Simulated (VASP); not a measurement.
# MnSiSe3 in VASP: the effect of functional

Crystal: MnSiSe3.

```
CELL_PARAMETERS angstrom
4.83412 0.00000 0.00000
0.00000 4.83412 0.00000
0.00000 0.00000 4.83412
ATOMIC_POSITIONS crystal
Mn 0.00000 0.00000 0.00000
Si 0.50000 0.50000 0.50000
Se 0.00000 0.50000 0.50000
Se 0.50000 0.00000 0.50000
Se 0.50000 0.50000 0.00000
```

The cell was built by a generator and needn't be a form met in nature.

Alike in all runs:

- Program: VASP 6.6.1
- Task: band structure
- Cutoff: 520 eV
- k mesh: 5 × 5 × 5
- Occupations: fermi-dirac, width 0.05 eV
- Spin: collinear spin, ferromagnetic start
- Starting moments: [4.0, 0.0, 0.0, 0.0, 0.0] μB

| functional | potentials or basis | moment (μB) |
| --- | --- | --- |
| LDA | VASP PAW LDA potentials, release 64 (Mn_pv, Si, Se) | 5.19 |
| PBEsol | VASP PAW PBE potentials, release 64 (Mn_pv, Si, Se) | 5.29 |
| RPBE | VASP PAW PBE potentials, release 64 (Mn_pv, Si, Se) | 5.28 |
| revPBE | VASP PAW PBE potentials, release 64 (Mn_pv, Si, Se) | 5.29 |
| BLYP | VASP PAW PBE potentials, release 64 (Mn_pv, Si, Se) | 5.14 |
| AM05 | VASP PAW PBE potentials, release 64 (Mn_pv, Si, Se) | 5.28 |
| PW91 | VASP PAW PBE potentials, release 64 (Mn_pv, Si, Se) | 5.21 |
| r2SCAN | VASP PAW PBE potentials, release 64 (Mn_pv, Si, Se) | 5.36 |
| SCAN | VASP PAW PBE potentials, release 64 (Mn_pv, Si, Se) | 5.36 |
| TPSS | VASP PAW PBE potentials, release 64 (Mn_pv, Si, Se) | 5.26 |
| TB-mBJ | VASP PAW PBE potentials, release 64 (Mn_pv, Si, Se) | ? |

Task: What does the run with functional TB-mBJ give?

Result: Moment 4.84 μB.

Caveats: a cell with one magnetic atom can't hold antiferromagnetic order, which such compounds often take.

Runs at the PBE level aren't shown here.
